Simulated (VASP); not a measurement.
# MnS (Rambergite): structure and properties in VASP, part 6 of 8

What structure does MnS (Rambergite) take at this level, and what are its properties? The start is a cell from a database of measured crystal structures.

VASP 6.6.1, plane waves and PAW; the level of theory is named at each step.

Still holding for the runs below: The magnetic order is the lowest of the few collinear ones that converged above; longer or canted patterns were not tried. The cell is doubled for it, so bands and modes from the zone boundary of the chemical cell fold onto Γ and the labels are those of the larger cell.

So far. Step 9 (Second relaxation): It ends with a largest force of 0.009 eV/Å and a pressure of -0.01 GPa. The volume moved by under 0.01 %: the run met its threshold at the first step. Step 10 (Density, ELF and potential (r2SCAN)): In this run the pressure is -0.01 GPa, small enough to go on. The relaxed cell has a, b, c = 3.932, 6.736, 6.423 Å (conventional setting).

The database entry behind the starting cell differs from later determinations by our own check (about 0.3 % short against later determinations), so it need not match the best structure at ambient conditions.

**11. Band structure (r2SCAN)**

Level of this step: r2SCAN, spin-polarised from an antiferromagnetic start; plane waves and PAW (Mn_pv, S) (VASP).

Levels along the symmetry lines show where the bands peak and cross; KPOINTS_OPT computes them in the converged potential.

The input, INCAR:

```
SYSTEM = MnS
PREC = Accurate
ENCUT = 400
EDIFF = 1E-06
NELM = 100
ISMEAR = 0
SIGMA = 0.05
LREAL = .FALSE.
ALGO = Normal
METAGGA = R2SCAN
LASPH = .TRUE.
NBANDS = 63
ISPIN = 2
MAGMOM = 4.287 -4.287 4.287 -4.287 -0.002 0.002 -0.002 0.002
LMAXMIX = 4
LORBIT = 11
LWAVE = .FALSE.
LCHARG = .FALSE.
KPAR = 8
```

The input, POSCAR:

```
MnS
1.0
    7.7992791192      0.0373804432      0.0000000000
    1.9660059865      3.4052222566      0.0000000000
    0.0000000000      0.0000000000      6.4234213796
Mn S
4 4
Direct
    0.8323392512      0.6676607488      0.0056383006
    0.3323392512      0.6676607488      0.0056383006
    0.1676607488      0.3323392512      0.5056383006
    0.6676607488      0.3323392512      0.5056383006
    0.8334347064      0.6665652936      0.3793616994
    0.3334347064      0.6665652936      0.3793616994
    0.1665652936      0.3334347064      0.8793616994
    0.6665652936      0.3334347064      0.8793616994
```

The input, KPOINTS:

```
Automatic mesh
0
Gamma
6 6 3
0 0 0
```

The input, KPOINTS_OPT:

```
Line mode
12
Line-mode
Reciprocal
  0.00000000   0.00000000   0.00000000 GAMMA
  0.50000000   0.50000000   0.00000000 X

  0.50000000   0.50000000   0.00000000 X
  0.50000000   0.50000000  -0.50000000 S

  0.50000000   0.50000000  -0.50000000 S
  0.00000000   0.00000000  -0.50000000 Y

  0.00000000   0.00000000  -0.50000000 Y
  0.00000000   0.00000000   0.00000000 GAMMA

  0.00000000   0.00000000   0.00000000 GAMMA
 -0.50000000   0.00000000   0.00000000 Z

 -0.50000000   0.00000000   0.00000000 Z
  0.00000000   0.50000000   0.00000000 U

  0.00000000   0.50000000   0.00000000 U
  0.00000000   0.50000000  -0.50000000 R

  0.00000000   0.50000000  -0.50000000 R
 -0.50000000   0.00000000  -0.50000000 T

 -0.50000000   0.00000000  -0.50000000 T
 -0.50000000   0.00000000   0.00000000 Z

  0.00000000   0.00000000  -0.50000000 Y
 -0.50000000   0.00000000  -0.50000000 T

  0.00000000   0.50000000   0.00000000 U
  0.50000000   0.50000000   0.00000000 X

  0.50000000   0.50000000  -0.50000000 S
  0.00000000   0.50000000  -0.50000000 R
```

PAW data sets: Mn_pv and S (PBE family, release 64).

On the command line:

```console
$ mpirun -np 8 vasp_std
```

Log:

```text
[... set-up lines as in an earlier step ...]
 entering main loop
       N       E                     dE             d eps       ncg     rms          rms(c)
DAV:   1     0.718252826600E+03    0.71825E+03   -0.35419E+04  9080   0.107E+03
DAV:   2    -0.480761333651E+02   -0.76633E+03   -0.71849E+03  8186   0.347E+02
DAV:   3    -0.116528692300E+03   -0.68453E+02   -0.66888E+02  9412   0.115E+02
DAV:   4    -0.118570550512E+03   -0.20419E+01   -0.20318E+01  9229   0.194E+01
DAV:   5    -0.118606159093E+03   -0.35609E-01   -0.35599E-01  9263   0.295E+00    0.218E+01
DAV:   6    -0.996808646922E+02    0.18925E+02   -0.41266E+01  8586   0.477E+01    0.276E+01
DAV:   7    -0.100367033574E+03   -0.68617E+00   -0.50661E+00  8619   0.133E+01    0.159E+01
DAV:   8    -0.100259870075E+03    0.10716E+00   -0.50266E-01  9328   0.664E+00    0.955E+00
DAV:   9    -0.100283771373E+03   -0.23901E-01   -0.36048E-01  8749   0.362E+00    0.200E+00
DAV:  10    -0.100272873041E+03    0.10898E-01   -0.79878E-02  9100   0.237E+00    0.485E-01
DAV:  11    -0.100275298634E+03   -0.24256E-02   -0.59347E-03  9001   0.332E-01    0.241E-01
DAV:  12    -0.100276071238E+03   -0.77260E-03   -0.80863E-04  9467   0.182E-01    0.158E-01
DAV:  13    -0.100276346885E+03   -0.27565E-03   -0.30001E-04  8920   0.802E-02    0.117E-01
DAV:  14    -0.100276359575E+03   -0.12689E-04   -0.21477E-05  8996   0.226E-02    0.611E-02
DAV:  15    -0.100276428719E+03   -0.69144E-04   -0.23397E-05  8750   0.265E-02    0.162E-02
DAV:  16    -0.100276422953E+03    0.57655E-05   -0.17345E-06  7264   0.706E-03    0.263E-03
DAV:  17    -0.100276413978E+03    0.89754E-05   -0.15261E-07  5096   0.268E-03    0.139E-03
DAV:  18    -0.100276413280E+03    0.69784E-06   -0.72956E-08  4830   0.125E-03
   1 F= -.10027641E+03 E0= -.10027641E+03  d E =-.290187E-28  mag=     0.0000
 Start KPOINTS_OPT (optional k-point list driver)
k-point batch [1-32\144]
       N       E                     dE             ncg
DAV:   1    -0.101879343013E+05   -0.58709E+05     9104
DAV:   2    -0.338936804410E+05   -0.23706E+05     8294
DAV:   3    -0.358738798762E+05   -0.19802E+04     9312
DAV:   4    -0.359272298129E+05   -0.53350E+02     9086
DAV:   5    -0.359281576595E+05   -0.92785E+00     9178
DAV:   6    -0.359281894900E+05   -0.31831E-01     9282
DAV:   7    -0.359281911230E+05   -0.16330E-02     9903
DAV:   8    -0.359281911962E+05   -0.73234E-04     8773
DAV:   9    -0.359281912010E+05   -0.47601E-05     7074
DAV:  10    -0.359281912015E+05   -0.46642E-06     5384
[...]
k-point batch [129-144\144]
       N       E                     dE             ncg
DAV:   1     0.190534079697E+05   -0.37674E+05     4560
DAV:   2     0.728623614710E+04   -0.11767E+05     4140
DAV:   3     0.632350239270E+04   -0.96273E+03     4616
DAV:   4     0.629786984129E+04   -0.25633E+02     4529
DAV:   5     0.629742478501E+04   -0.44506E+00     4554
DAV:   6     0.629740960925E+04   -0.15176E-01     4653
DAV:   7     0.629740884098E+04   -0.76827E-03     5007
DAV:   8     0.629740881019E+04   -0.30794E-04     4363
DAV:   9     0.629740880821E+04   -0.19761E-05     3377
DAV:  10     0.629740880802E+04   -0.18596E-06     2667
```

Wall time 9.5 min (8 MPI ranks of AMD EPYC 9R45, shared host); peak memory 5.7 GiB.

OUTCAR, selected parts (step 11):

```text
   k-points           NKPTS =     32   k-points in BZ     NKDIM =     32   number of bands    NBANDS=     63

   NELECT =      76.0000    total number of electrons

 E-fermi :   3.9116

 spin component 1
 k-point     1 :       0.0000    0.0000    0.0000
  band No.  band energies     occupation
    ...
     34       2.9192      1.00000
     35       3.1870      1.00000
     36       3.1995      1.00000
     37       3.4560      1.00000
     38       3.4854      1.00000
     39       5.9480      0.00000
     40       6.4339      0.00000
     41       6.4684      0.00000
     42       6.6775      0.00000
     43       6.7298      0.00000
    ...

 k-point     6 :       0.1667    0.1667    0.0000
  band No.  band energies     occupation
    ...
     34       2.5145      1.00000
     35       2.9859      1.00000
     36       3.1318      1.00000
     37       3.1568      1.00000
     38       3.2004      1.00000
     39       6.0220      0.00000
     40       6.3142      0.00000
     41       6.4283      0.00000
     42       6.5669      0.00000
     43       6.6368      0.00000
    ...

  Total       -0.0090664      0.0172179     -0.0425993      0.0227629      0.0000000      0.0000000
  in kB       -0.0853853      0.1621545     -0.4011903      0.2143757      0.0000000      0.0000000
  external PRESSURE =      -0.1081404 kB  Pullay stress =       0.0000000 kB

 POSITION                                       TOTAL-FORCE (eV/Angst)
 -----------------------------------------------------------------------------------
      7.80427      2.30465      0.03622        -0.005234      0.003022      0.007166
      3.90463      2.28596      0.03622        -0.005234      0.003022      0.007166
      1.96101      1.13796      3.24793         0.005234     -0.003022      0.007166
      5.86065      1.15665      3.24793         0.005234     -0.003022      0.007166
      7.81066      2.30096      2.43680         0.001588     -0.000917     -0.007166
      3.91102      2.28227      2.43680         0.001588     -0.000917     -0.007166
      1.95462      1.14165      5.64851        -0.001588      0.000917     -0.007166
      5.85426      1.16034      5.64851        -0.001588      0.000917     -0.007166
 -----------------------------------------------------------------------------------
    total drift:                               -0.000000     -0.000001      0.090083

  FREE ENERGIE OF THE ION-ELECTRON SYSTEM (eV)
  ---------------------------------------------------
  free  energy   TOTEN  =      -100.2764132801 eV

  energy  without entropy=     -100.2764132801  energy(sigma->0) =     -100.27641328

[... 14 parts as in an earlier step ...]

[... 3 further parts left out ...]
```

This step gave:

| Property | Result |
| --- | --- |
| SCF cycles | 18 |
| bands | 63 |
| Fermi energy | 3.912 eV |
| pressure | -0.01081 GPa |
| least gap on mesh and path | 2.413 eV |
| least direct gap on mesh and path | 2.462 eV |
| conduction bottom at k | -0.04545, 0.4545, 0 |
| least direct gap at k | -0.04545, 0, 0 |

Both spin channels agree. Electronic bands along the path, in eV, zero at the valence-band top; v1 is the highest filled band, c1 the lowest empty one:

| point | v4 | v3 | v2 | v1 | c1 | c2 | c3 | c4 |
| --- | --- | --- | --- | --- | --- | --- | --- | --- |
| Γ | -0.34 | -0.33 | -0.07 | -0.04 | 2.42 | 2.90 | 2.94 | 3.15 |
| 0.45 of the way | -0.79 | -0.52 | -0.44 | -0.42 | 2.53 | 2.73 | 2.76 | 3.00 |
| X | -1.35 | -1.29 | -0.70 | -0.61 | 2.58 | 2.64 | 2.70 | 2.95 |
| 0.45 of the way | -1.33 | -1.33 | -0.78 | -0.53 | 2.57 | 2.78 | 2.79 | 3.04 |
| S | -1.30 | -1.30 | -0.61 | -0.61 | 2.58 | 2.58 | 2.89 | 2.89 |
| 0.45 of the way | -0.80 | -0.80 | -0.46 | -0.46 | 2.68 | 2.68 | 2.96 | 2.96 |
| Y | -0.26 | -0.26 | -0.06 | -0.06 | 2.81 | 2.81 | 3.15 | 3.15 |
| 0.45 of the way | -0.37 | -0.26 | -0.07 | -0.05 | 2.61 | 2.81 | 3.02 | 3.21 |
| Γ | -0.34 | -0.33 | -0.07 | -0.04 | 2.42 | 2.90 | 2.94 | 3.15 |
| 0.45 of the way | -0.40 | -0.27 | -0.15 | -0.01 | 2.53 | 2.93 | 2.96 | 3.16 |
| Z | -0.48 | -0.23 | -0.21 | 0.00 | 2.74 | 2.92 | 2.94 | 3.26 |
| 0.45 of the way | -0.75 | -0.66 | -0.40 | -0.28 | 2.59 | 2.61 | 2.81 | 2.90 |
| U | -1.37 | -1.19 | -0.87 | -0.14 | 2.42 | 2.44 | 2.51 | 2.63 |
| 0.45 of the way | -1.27 | -1.23 | -0.61 | -0.28 | 2.51 | 2.53 | 2.62 | 2.64 |
| R | -0.91 | -0.91 | -0.52 | -0.52 | 2.59 | 2.59 | 2.88 | 2.88 |
| 0.55 of the way | -0.68 | -0.68 | -0.44 | -0.44 | 2.60 | 2.60 | 2.99 | 2.99 |
| T | -0.40 | -0.40 | -0.09 | -0.09 | 2.89 | 2.89 | 3.23 | 3.23 |
| 0.45 of the way | -0.49 | -0.22 | -0.17 | -0.03 | 2.85 | 2.94 | 3.04 | 3.20 |
| Z | -0.48 | -0.23 | -0.21 | 0.00 | 2.74 | 2.92 | 2.94 | 3.26 |
| jump to Y | -0.26 | -0.26 | -0.06 | -0.06 | 2.81 | 2.81 | 3.15 | 3.15 |
| 0.45 of the way | -0.32 | -0.32 | -0.07 | -0.07 | 2.84 | 2.84 | 3.18 | 3.18 |
| T | -0.40 | -0.40 | -0.09 | -0.09 | 2.89 | 2.89 | 3.23 | 3.23 |
| jump to U | -1.37 | -1.19 | -0.87 | -0.14 | 2.42 | 2.44 | 2.51 | 2.63 |
| 0.45 of the way | -1.44 | -1.19 | -0.80 | -0.35 | 2.47 | 2.57 | 2.60 | 2.79 |
| X | -1.35 | -1.29 | -0.70 | -0.61 | 2.58 | 2.64 | 2.70 | 2.95 |
| jump to S | -1.30 | -1.30 | -0.61 | -0.61 | 2.58 | 2.58 | 2.89 | 2.89 |

Of the projections kept (Mn, S), the largest for each band there; the rest of the weight can lie on other orbitals:

| point | v4 | v3 | v2 | v1 | c1 | c2 | c3 | c4 |
| --- | --- | --- | --- | --- | --- | --- | --- | --- |
| Γ | Mn 0.70 | Mn 0.70 | Mn 0.63 | Mn 0.67 | Mn 0.98 | Mn 0.91 | Mn 1.00 | Mn 0.76 |
| X | Mn 0.78 | Mn 0.78 | Mn 0.72 | Mn 0.71 | Mn 0.98 | Mn 0.98 | Mn 0.99 | Mn 0.99 |
| S | Mn 0.81 | Mn 0.81 | Mn 0.65 | Mn 0.65 | Mn 0.99 | Mn 0.99 | Mn 0.98 | Mn 0.98 |
| Y | Mn 0.66 | Mn 0.66 | Mn 0.65 | Mn 0.65 | Mn 0.99 | Mn 0.99 | Mn 0.98 | Mn 0.98 |
| Γ | Mn 0.70 | Mn 0.70 | Mn 0.63 | Mn 0.67 | Mn 0.98 | Mn 0.91 | Mn 1.00 | Mn 0.76 |
| Z | Mn 0.75 | Mn 0.67 | Mn 0.64 | Mn 0.65 | Mn 0.96 | Mn 0.97 | Mn 1.00 | Mn 0.94 |

The path finds the gap of the mesh within 0.02 eV, so the mesh comes close to both band edges.

**12. Density of states (r2SCAN)**

A density of states needs more k-points than a total energy; ISMEAR = -5 takes tetrahedra, and LORBIT projects the states on the PAW spheres. The mesh is finer than in the run before.

Edit INCAR of step 11 so:

```diff
@@ -5,3 +5,3 @@
 NELM = 100
-ISMEAR = 0
+ISMEAR = -5
 SIGMA = 0.05
@@ -19 +19,2 @@
 KPAR = 8
+NEDOS = 2001
```

POSCAR is that of step 11.

The input, KPOINTS:

```
Automatic mesh
0
Gamma
8 8 5
0 0 0
```

On the command line:

```console
$ mpirun -np 8 vasp_std
```

Log:

```text
[... set-up lines as in an earlier step ...]
 entering main loop
       N       E                     dE             d eps       ncg     rms          rms(c)
DAV:   1     0.718029786928E+03    0.71803E+03   -0.35482E+04 21300   0.107E+03
DAV:   2    -0.484623083825E+02   -0.76649E+03   -0.71845E+03 19216   0.346E+02
DAV:   3    -0.116557269020E+03   -0.68095E+02   -0.66525E+02 22047   0.115E+02
DAV:   4    -0.118571128164E+03   -0.20139E+01   -0.20041E+01 21689   0.193E+01
DAV:   5    -0.118606382559E+03   -0.35254E-01   -0.35244E-01 21595   0.293E+00    0.218E+01
DAV:   6    -0.996804249297E+02    0.18926E+02   -0.41221E+01 20093   0.478E+01    0.276E+01
DAV:   7    -0.100367214575E+03   -0.68679E+00   -0.50740E+00 20279   0.133E+01    0.159E+01
DAV:   8    -0.100260194265E+03    0.10702E+00   -0.50234E-01 21930   0.665E+00    0.955E+00
DAV:   9    -0.100284246631E+03   -0.24052E-01   -0.36100E-01 20644   0.363E+00    0.201E+00
DAV:  10    -0.100273232175E+03    0.11014E-01   -0.80177E-02 21456   0.238E+00    0.485E-01
DAV:  11    -0.100275669097E+03   -0.24369E-02   -0.59566E-03 21089   0.332E-01    0.242E-01
DAV:  12    -0.100276441500E+03   -0.77240E-03   -0.81431E-04 21883   0.181E-01    0.159E-01
DAV:  13    -0.100276719160E+03   -0.27766E-03   -0.30081E-04 20964   0.805E-02    0.117E-01
DAV:  14    -0.100276729154E+03   -0.99932E-05   -0.21500E-05 20979   0.227E-02    0.616E-02
DAV:  15    -0.100276797497E+03   -0.68343E-04   -0.23636E-05 20370   0.268E-02    0.164E-02
DAV:  16    -0.100276791818E+03    0.56785E-05   -0.18390E-06 17582   0.721E-03    0.266E-03
DAV:  17    -0.100276782755E+03    0.90634E-05   -0.14540E-07 11719   0.271E-03    0.136E-03
DAV:  18    -0.100276782234E+03    0.52099E-06   -0.69563E-08 11256   0.123E-03
   1 F= -.10027678E+03 E0= -.10027678E+03  d E =0.000000E+00  mag=    -0.0000
```

The job ended after 7.5 min (8 MPI ranks; peak memory 6.3 GiB; 55 min of CPU time).

From OUTCAR (step 12):

```text
   k-points           NKPTS =     75   k-points in BZ     NKDIM =     75   number of bands    NBANDS=     63

   NELECT =      76.0000    total number of electrons

 E-fermi :   3.5579

 spin component 1
 k-point     1 :       0.0000    0.0000    0.0000
  band No.  band energies     occupation
    ...
     34       2.9191      1.00000
     35       3.1869      1.00000
     36       3.1994      1.00000
     37       3.4559      1.00000
     38       3.4854      1.00000
     39       5.9479      0.00000
     40       6.4339      0.00000
     41       6.4685      0.00000
     42       6.6774      0.00000
     43       6.7298      0.00000
    ...

 k-point     2 :       0.1250   -0.0000    0.0000
  band No.  band energies     occupation
    ...
     34       2.8409      1.00000
     35       3.1688      1.00000
     36       3.2280      1.00000
     37       3.4208      1.00000
     38       3.5066      1.00000
     39       5.9814      0.00000
     40       6.4653      0.00000
     41       6.4659      0.00000
     42       6.6699      0.00000
     43       6.7620      0.00000
    ...

  Total       -0.0119830      0.0151103     -0.0294413      0.0234634      0.0000000      0.0000000
  in kB       -0.1128529      0.1423049     -0.2772714      0.2209731      0.0000000      0.0000000
  external PRESSURE =      -0.0826065 kB  Pullay stress =       0.0000000 kB

 POSITION                                       TOTAL-FORCE (eV/Angst)
 -----------------------------------------------------------------------------------
      7.80427      2.30465      0.03622        -0.005211      0.003009      0.007284
      3.90463      2.28596      0.03622        -0.005211      0.003009      0.007284
      1.96101      1.13796      3.24793         0.005211     -0.003009      0.007284
      5.86065      1.15665      3.24793         0.005211     -0.003009      0.007284
      7.81066      2.30096      2.43680         0.002502     -0.001445     -0.007284
      3.91102      2.28227      2.43680         0.002502     -0.001445     -0.007284
      1.95462      1.14165      5.64851        -0.002502      0.001445     -0.007284
      5.85426      1.16034      5.64851        -0.002502      0.001445     -0.007284
 -----------------------------------------------------------------------------------
    total drift:                               -0.000000     -0.000001      0.090108

  FREE ENERGIE OF THE ION-ELECTRON SYSTEM (eV)
  ---------------------------------------------------
  free  energy   TOTEN  =      -100.2767822339 eV

  energy  without entropy=     -100.2767822339  energy(sigma->0) =     -100.27678223

[... 8 parts as in an earlier step ...]

[... 9 further parts left out ...]
```

This step gave:

- irreducible k-points: 75
- free energy (TOTEN): -100.2768 eV
- Fermi energy: 3.558 eV
- pressure: -0.008261 GPa
- conduction bottom at k: 0, 0, 0
- least direct gap at k: 0, 0, 0
- least direct gap on the k-mesh: 2.462 eV

The density of states has structure finer than the step of the table below, so its rows give means over 1 eV, whole bins alone (the curve runs from -12.0 to 3.25 eV). Peaks (eV: height): total -4.4: 17.6, -3.8: 22.2, -3.3: 18.0, -2.2: 22.7; Mn d -3.8: 9.91, -3.3: 6.83, -2.2: 18.5, 2.9: 11.0; S p -4.4: 5.07, -3.8: 5.43, -3.3: 5.01, -2.8: 3.66; Mn s -4.5: 1.28, -2.2: 0.240, 2.8: 0.188; Mn p -3.8: 0.374, -3.3: 0.380, -2.8: 0.313, -0.5: 0.419.

States under -12.0 eV and over 3.2 eV are left out; both spin channels agree and are summed. Table of density of states by energy, zero at the valence-band top; means over each step; values in states/eV/cell:

| energy (eV) | total | Mn d | S p | Mn s | Mn p | S s |
| --- | --- | --- | --- | --- | --- | --- |
| -6 | 0 | 0 | 0 | 0 | 0 | 0 |
| -5 | 2.23 | 0.281 | 0.661 | 0.203 | 0.0318 | 0.00814 |
| -4 | 13.0 | 4.26 | 3.48 | 0.443 | 0.218 | 0.0315 |
| -3 | 8.80 | 2.97 | 2.64 | 0.127 | 0.204 | 0.0188 |
| -2 | 8.44 | 6.14 | 0.806 | 0.0726 | 0.0943 | 0.0157 |
| -1 | 7.52 | 3.96 | 1.44 | 0.0767 | 0.201 | 0.0460 |
| 0 | 4.05 | 1.90 | 0.982 | 0.0192 | 0.125 | 0.0178 |
| 1 | 0 | 0 | 0 | 0 | 0 | 0 |
| 2 | 0.486 | 0.330 | 0.00433 | 0.00547 | 0.00521 | 9.6e-4 |

The gap on this mesh is 2.42 eV. In the top eV of the valence band the largest shares in the PAW spheres are Mn d 49 % and S p 22 %; in the lowest eV of the conduction band, Mn d 72 %. The rest lies in smaller channels or between the spheres.

(Continued in part 7 of 8.)

[Lines on the potential files, build, host, timing and source positions are cut from VASP's logs without a mark.]

[Logs are printed without paths, hosts, clocks, repeated set-up lines and the standing remarks that a program may print on its own settings, such as how far it seeks lower states.]

[Hosts, paths, dates, database ids (printed as entryN), source tags and the programs' standing remarks are cut or masked in the printed files.]

[A measured line is paired with the nearest computed mode of its activity, which favours agreement.]

[In band tables of VASP the shares of atoms and orbitals are scaled to a sum of 1 inside the atoms' spheres.]
